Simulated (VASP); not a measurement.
# A VASP study of GaP (PBE + D3(BJ)): structure first, properties next, part 5 of 7

What structure and properties does PBE + D3(BJ) give GaP, and how near are they to the measured ones? The start is a cell from a database of measured crystal structures.

VASP 6.6.1, plane waves and PAW; the level of theory is named at each step.

So far, gap on the k-mesh (eV): step 3 (full relaxation (PBE + D3(BJ))) 1.58; step 6 (density of states (PBE + D3(BJ))) 1.59; step 7 (volume scan with PBE + D3(BJ)) 1.46; step 8 (volume scan with PBE + D3(BJ) (run 2)) 1.50; step 16 (independent-particle dielectric function (PBE + D3(BJ))) 1.59. The relaxed cell has a = 5.441 Å (conventional setting).

## 17. Bands along the symmetry lines (PBE + D3(BJ) + SOC)

This step: PBE with D3(BJ), spin-orbit coupling; plane waves and PAW (Ga_d, P) (VASP 6.6.1).

Levels along the symmetry lines show where the bands peak and cross; KPOINTS_OPT computes them in the converged potential. Spin-orbit coupling needs spinors and the noncollinear program, where each band holds one electron.

INCAR reads:

```
SYSTEM = GaP
PREC = Accurate
ENCUT = 400
EDIFF = 1E-06
NELM = 100
ISMEAR = 0
SIGMA = 0.05
LREAL = .FALSE.
ALGO = Normal
GGA = PE
IVDW = 12
LNONCOLLINEAR = .TRUE.
MAGMOM = 0 0 0 0 0 0
NBANDS = 30
GGA_COMPAT = .FALSE.
LASPH = .TRUE.
LSORBIT = .TRUE.
LORBIT = 11
LWAVE = .FALSE.
LCHARG = .FALSE.
KPAR = 2
```

POSCAR reads:

```
GaP
1.0
    0.0000000000      2.7205627809      2.7205627809
    2.7205627809      0.0000000000      2.7205627809
    2.7205627809      2.7205627809      0.0000000000
Ga P
1 1
Direct
    0.0000000000      0.0000000000      0.0000000000
    0.2500000000      0.2500000000      0.2500000000
```

KPOINTS reads:

```
Automatic mesh
0
Gamma
6 6 6
0 0 0
```

KPOINTS_OPT reads:

```
Line mode
16
Line-mode
Reciprocal
  0.00000000   0.00000000   0.00000000 GAMMA
  0.50000000   0.00000000   0.50000000 X

  0.50000000   0.00000000   0.50000000 X
  0.50000000   0.25000000   0.75000000 W

  0.50000000   0.25000000   0.75000000 W
  0.37500000   0.37500000   0.75000000 K

  0.37500000   0.37500000   0.75000000 K
  0.00000000   0.00000000   0.00000000 GAMMA

  0.00000000   0.00000000   0.00000000 GAMMA
  0.50000000   0.50000000   0.50000000 L

  0.50000000   0.50000000   0.50000000 L
  0.62500000   0.25000000   0.62500000 U

  0.62500000   0.25000000   0.62500000 U
  0.50000000   0.25000000   0.75000000 W

  0.50000000   0.25000000   0.75000000 W
  0.50000000   0.50000000   0.50000000 L

  0.50000000   0.50000000   0.50000000 L
  0.37500000   0.37500000   0.75000000 K

  0.62500000   0.25000000   0.62500000 U
  0.50000000   0.00000000   0.50000000 X
```

The projector-augmented-wave data sets are Ga_d and P (PBE family, release 64).

Run with:

```console
$ mpirun -np 2 vasp_ncl
```

What it wrote:

```text
[... set-up lines as in an earlier step ...]
 entering main loop
       N       E                     dE             d eps       ncg     rms          rms(c)
DAV:   1     0.119402961379E+03    0.11940E+03   -0.72546E+03  1450   0.152E+03
DAV:   2     0.608241191007E+01   -0.11332E+03   -0.10677E+03  1396   0.399E+02
DAV:   3    -0.886519034067E+01   -0.14948E+02   -0.14767E+02  1578   0.107E+02
DAV:   4    -0.936576129179E+01   -0.50057E+00   -0.49961E+00  1640   0.214E+01
DAV:   5    -0.937746437663E+01   -0.11703E-01   -0.11700E-01  1644   0.307E+00    0.431E+00
DAV:   6    -0.912792662463E+01    0.24954E+00   -0.32939E-01  1966   0.113E+01    0.264E+00
DAV:   7    -0.910282457555E+01    0.25102E-01   -0.15679E-01  1534   0.271E+00    0.120E+00
DAV:   8    -0.910381418510E+01   -0.98961E-03   -0.25440E-02  1678   0.263E+00    0.243E-01
DAV:   9    -0.910360239400E+01    0.21179E-03   -0.30648E-03  1910   0.118E+00    0.136E-01
DAV:  10    -0.910371992237E+01   -0.11753E-03   -0.46841E-04  1890   0.237E-01    0.344E-02
DAV:  11    -0.910379747259E+01   -0.77550E-04   -0.12576E-04  1562   0.168E-01    0.143E-02
DAV:  12    -0.910381591187E+01   -0.18439E-04   -0.37431E-05  1428   0.505E-02    0.923E-03
DAV:  13    -0.910381604919E+01   -0.13732E-06   -0.14408E-06  1596   0.107E-02
   1 F= -.97403637E+01 E0= -.97403637E+01  d E =-.933545E-11  mag=     0.0000    -0.0000    -0.0000
 Start KPOINTS_OPT (optional k-point list driver)
k-point batch [1-22\160]
       N       E                     dE             ncg
DAV:   1     0.623207832289E+03   -0.67907E+04     1450
DAV:   2    -0.182494575056E+04   -0.24482E+04     1390
DAV:   3    -0.215415696931E+04   -0.32921E+03     1568
DAV:   4    -0.216462860947E+04   -0.10472E+02     1662
DAV:   5    -0.216485340641E+04   -0.22480E+00     1680
DAV:   6    -0.216486445169E+04   -0.11045E-01     1994
DAV:   7    -0.216486458480E+04   -0.13311E-03     1700
DAV:   8    -0.216486458638E+04   -0.15794E-05     1530
DAV:   9    -0.216486458654E+04   -0.15754E-06     1054
[...]
k-point batch [155-160\160]
       N       E                     dE             ncg
DAV:   1     0.927314181803E+04   -0.33514E+04      406
DAV:   2     0.860723163338E+04   -0.66591E+03      360
DAV:   3     0.852358811647E+04   -0.83644E+02      466
DAV:   4     0.852134876634E+04   -0.22394E+01      464
DAV:   5     0.852130317921E+04   -0.45587E-01      476
DAV:   6     0.852130071210E+04   -0.24671E-02      586
DAV:   7     0.852130069900E+04   -0.13102E-04      486
DAV:   8     0.852130069878E+04   -0.21752E-06      402
```

Elapsed: 2 min, on 2 MPI ranks of Intel Xeon Platinum 8259CL at 2.50GHz (Skylake/Cascade Lake), shared host; peak memory 0.51 GiB.

Parts of OUTCAR (step 17):

```text
   k-points           NKPTS =     22   k-points in BZ     NKDIM =     22   number of bands    NBANDS=     30

   NELECT =      18.0000    total number of electrons

 E-fermi :   4.9456

 k-point     1 :       0.0000    0.0000    0.0000
  band No.  band energies     occupation
    ...
     14       4.6549      1.00000
     15       4.7386      1.00000
     16       4.7386      1.00000
     17       4.7386      1.00000
     18       4.7386      1.00000
     19       6.5790      0.00000
     20       6.5790      0.00000
     21       8.4816      0.00000
     22       8.4816      0.00000
     23       8.6507      0.00000
    ...

 Edisp (eV)   -0.63655

  Total      -0.02226    -0.02226    -0.02226     0.00000     0.00000    -0.00000
  in kB      -0.88547    -0.88547    -0.88547     0.00000     0.00000    -0.00000
  external pressure =       -0.89 kB  Pullay stress =        0.00 kB

 POSITION                                       TOTAL-FORCE (eV/Angst)
 -----------------------------------------------------------------------------------
      0.00000      0.00000      0.00000        -0.000000     -0.000000     -0.000000
      1.36028      1.36028      1.36028         0.000000      0.000000      0.000000
 -----------------------------------------------------------------------------------
    total drift:                                0.000001      0.000001      0.000001

  FREE ENERGIE OF THE ION-ELECTRON SYSTEM (eV)
  ---------------------------------------------------
  free  energy   TOTEN  =        -9.7403636867 eV

  energy  without entropy=       -9.7403636867  energy(sigma->0) =       -9.74036369

 Spin-Orbit-Coupling matrix elements
 Ion:    1  E_soc:     -0.0117552
 Ion:    2  E_soc:     -0.0008814

 magnetization (x)
# of ion       s       p       d       tot
------------------------------------------
    1        0.000   0.000  -0.000   0.000
    2        0.000   0.000   0.000   0.000
--------------------------------------------------
tot          0.000   0.000  -0.000   0.000

 magnetization (y)
# of ion       s       p       d       tot
------------------------------------------
    1        0.000  -0.000   0.000  -0.000
    2       -0.000   0.000   0.000   0.000
--------------------------------------------------
tot         -0.000   0.000   0.000  -0.000

 magnetization (z)
# of ion       s       p       d       tot
------------------------------------------
    1        0.000  -0.000   0.000   0.000
    2       -0.000   0.000   0.000   0.000
--------------------------------------------------
tot         -0.000   0.000   0.000   0.000

[... 6 parts as in an earlier step ...]

[... 10 further parts left out ...]
```

LASPH is switched on together with spin-orbit coupling, so the change from the scalar run holds both.

This step gave:

```yaml
scf_cycles: 13
bands: 30
irreducible_k_points: 22
free_energy_toten: -9.740 eV
fermi_energy: 4.946 eV
pressure: -0.08855 GPa
least_gap_on_mesh_and_path: 1.552 eV
least_direct_gap_on_mesh_and_path: 1.840 eV
conduction_bottom_at_k: 0.4333, 0, 0.4333
```

On-site spin-orbit energy by atom:

```csv
atom,on-site spin-orbit energy (eV)
Ga1,-0.0118
P2,-0.0009
```

The electronic bands at the labelled points (eV, zero at the valence-band top; v1 is the highest filled band, c1 the lowest empty one):

```csv
point,v4,v3,v2,v1,c1,c2,c3,c4
Γ,0.00,0.00,0.00,0.00,1.84,1.84,3.74,3.74
0.53 of the way,-1.86,-1.86,-1.83,-1.83,2.04,2.04,3.56,3.56
X,-2.74,-2.74,-2.72,-2.72,1.61,1.61,1.79,1.79
0.53 of the way,-3.27,-3.25,-3.20,-3.16,2.86,2.88,3.04,3.05
W,-3.64,-3.62,-3.50,-3.45,4.68,4.68,4.84,4.87
0.53 of the way,-3.91,-3.89,-2.80,-2.78,3.02,3.04,4.83,4.84
K,-4.00,-3.98,-2.30,-2.30,2.15,2.16,4.78,4.79
0.53 of the way,-2.29,-2.27,-0.60,-0.60,3.24,3.25,4.76,4.83
Γ,0.00,0.00,0.00,0.00,1.84,1.84,3.74,3.74
0.53 of the way,-0.78,-0.78,-0.72,-0.72,2.09,2.09,4.70,4.70
L,-1.19,-1.19,-1.12,-1.12,1.66,1.66,4.66,4.66
0.47 of the way,-2.87,-2.85,-1.60,-1.60,2.76,2.76,4.75,4.76
U,-4.00,-3.98,-2.30,-2.30,2.15,2.16,4.78,4.79
0.47 of the way,-3.91,-3.89,-2.80,-2.78,3.02,3.04,4.83,4.84
W,-3.64,-3.62,-3.50,-3.45,4.68,4.68,4.84,4.87
0.47 of the way,-3.38,-3.36,-2.09,-2.07,3.54,3.55,4.27,4.32
L,-1.19,-1.19,-1.12,-1.12,1.66,1.66,4.66,4.66
0.47 of the way,-2.87,-2.85,-1.60,-1.60,2.76,2.76,4.75,4.76
K,-4.00,-3.98,-2.30,-2.30,2.15,2.16,4.78,4.79
jump to U,-4.00,-3.98,-2.30,-2.30,2.15,2.16,4.78,4.79
0.47 of the way,-3.36,-3.34,-2.60,-2.60,1.82,1.83,2.83,2.85
X,-2.74,-2.74,-2.72,-2.72,1.61,1.61,1.79,1.79
```

Of the projections kept (Ga, P), the largest for each band there; the rest of the weight can lie on other orbitals:

| point | v4 | v3 | v2 | v1 | c1 | c2 | c3 | c4 |
| --- | --- | --- | --- | --- | --- | --- | --- | --- |
| Γ | P 0.72 | P 0.72 | P 0.72 | P 0.72 | Ga 0.50 | Ga 0.50 | Ga 0.92 | Ga 0.92 |
| X | P 0.58 | P 0.58 | P 0.59 | P 0.59 | Ga 0.73 | Ga 0.73 | Ga 0.75 | Ga 0.75 |
| W | P 0.60 | P 0.60 | P 0.53 | P 0.53 | P 0.65 | P 0.65 | P 0.52 | P 0.52 |
| K | P 0.56 | P 0.56 | P 0.60 | P 0.59 | Ga 0.73 | Ga 0.73 | Ga 0.51 | Ga 0.50 |
| Γ | P 0.72 | P 0.72 | P 0.72 | P 0.72 | Ga 0.50 | Ga 0.50 | Ga 0.92 | Ga 0.92 |
| L | P 0.63 | P 0.63 | P 0.64 | P 0.64 | Ga 0.65 | Ga 0.65 | Ga 0.84 | Ga 0.84 |

The gap moves by -0.03 eV against PBE with D3(BJ), which ran on another mesh.

## 18. A semilocal run for the hybrid's start

This step: PBE; plane waves and PAW (Ga_d, P) (VASP 6.6.1).

A hybrid converges badly from random orbitals, so a cheap semilocal run writes a WAVECAR on the same mesh first.

INCAR reads:

```
SYSTEM = GaP
PREC = Accurate
ENCUT = 400
EDIFF = 1E-05
NELM = 100
ISMEAR = 0
SIGMA = 0.05
LREAL = .FALSE.
ALGO = Normal
GGA = PE
NBANDS = 15
LORBIT = 11
LWAVE = .TRUE.
LCHARG = .FALSE.
KPAR = 2
```

POSCAR is that of step 17.

KPOINTS reads:

```
Automatic mesh
0
Gamma
5 5 5
0 0 0
```

Run with:

```console
$ mpirun -np 2 vasp_std
```

What it wrote:

```text
[... set-up lines as in an earlier step ...]
 entering main loop
       N       E                     dE             d eps       ncg     rms          rms(c)
DAV:   1     0.767003012804E+02    0.76700E+02   -0.79630E+03   300   0.149E+03
DAV:   2    -0.345992009448E+01   -0.80160E+02   -0.76825E+02   335   0.289E+02
DAV:   3    -0.925733550432E+01   -0.57974E+01   -0.57781E+01   384   0.655E+01
DAV:   4    -0.934734053469E+01   -0.90005E-01   -0.89976E-01   371   0.885E+00
DAV:   5    -0.934913785524E+01   -0.17973E-02   -0.17971E-02   399   0.108E+00    0.428E+00
DAV:   6    -0.909275470669E+01    0.25638E+00   -0.40924E-01   456   0.112E+01    0.283E+00
DAV:   7    -0.906416640498E+01    0.28588E-01   -0.10338E-01   378   0.225E+00    0.114E+00
DAV:   8    -0.906465553957E+01   -0.48913E-03   -0.14795E-02   363   0.156E+00    0.194E-01
DAV:   9    -0.906507677264E+01   -0.42123E-03   -0.14533E-03   385   0.558E-01    0.825E-02
DAV:  10    -0.906515150351E+01   -0.74731E-04   -0.11958E-04   441   0.123E-01    0.399E-02
DAV:  11    -0.906522772875E+01   -0.76225E-04   -0.10572E-04   321   0.903E-02    0.504E-03
DAV:  12    -0.906522731241E+01    0.41634E-06   -0.29227E-06   227   0.252E-02
   1 F= -.90652273E+01 E0= -.90652273E+01  d E =-.160577E-10
 writing wavefunctions
```

Elapsed: 3.8 s, on 2 MPI ranks; peak memory 0.27 GiB; 6.5 s of CPU time.

From OUTCAR (step 18):

```text
   k-points           NKPTS =     10   k-points in BZ     NKDIM =     10   number of bands    NBANDS=     15

   NELECT =      18.0000    total number of electrons

 E-fermi :   4.9327

 k-point     1 :       0.0000    0.0000    0.0000
  band No.  band energies     occupation
    ...
      5      -9.7547      2.00000
      6      -7.8128      2.00000
      7       4.7232      2.00000
      8       4.7232      2.00000
      9       4.7232      2.00000
     10       6.5861      0.00000
     11       8.5958      0.00000
     12       8.5959      0.00000
     13       8.5959      0.00000
     14      13.5439      0.00000
    ...

  Total        0.7072126      0.7072126      0.7072126     -0.0000000      0.0000000     -0.0000000
  in kB       28.1354813     28.1354813     28.1354813     -0.0000000      0.0000000     -0.0000000
  external PRESSURE =      28.1354813 kB  Pullay stress =       0.0000000 kB

  FREE ENERGIE OF THE ION-ELECTRON SYSTEM (eV)
  ---------------------------------------------------
  free  energy   TOTEN  =        -9.0652273124 eV

  energy  without entropy=       -9.0652273124  energy(sigma->0) =       -9.06522731

[... 7 parts as in an earlier step ...]

[... 10 further parts left out ...]
```

At this level the cell is under a pressure of 2.8 GPa, so at these settings it is away from equilibrium.

A gap read on the k-mesh alone can miss the band edges.

This step gave:

```yaml
scf_cycles: 12
bands: 15
irreducible_k_points: 10
free_energy_toten: -9.065 eV
fermi_energy: 4.933 eV
pressure: 2.814 GPa
conduction_bottom_at_k: 0.4, 0.4, 0
gap_on_the_k_mesh: 1.583 eV
least_direct_gap_on_the_k_mesh: 1.863 eV
```

(Part 5 of 7 ends here.)

[Lines on the potential files, build, host, timing and source positions are cut from VASP's logs without a mark.]

[Logs are printed without paths, hosts, clocks, repeated set-up lines and the standing remarks that a program may print on its own settings, such as how far it seeks lower states.]

[Hosts, paths, dates, database ids (printed as entryN), source tags and the programs' standing remarks are cut or masked in the printed files.]

[A measured line is paired with the nearest computed mode of its activity, which favours agreement.]
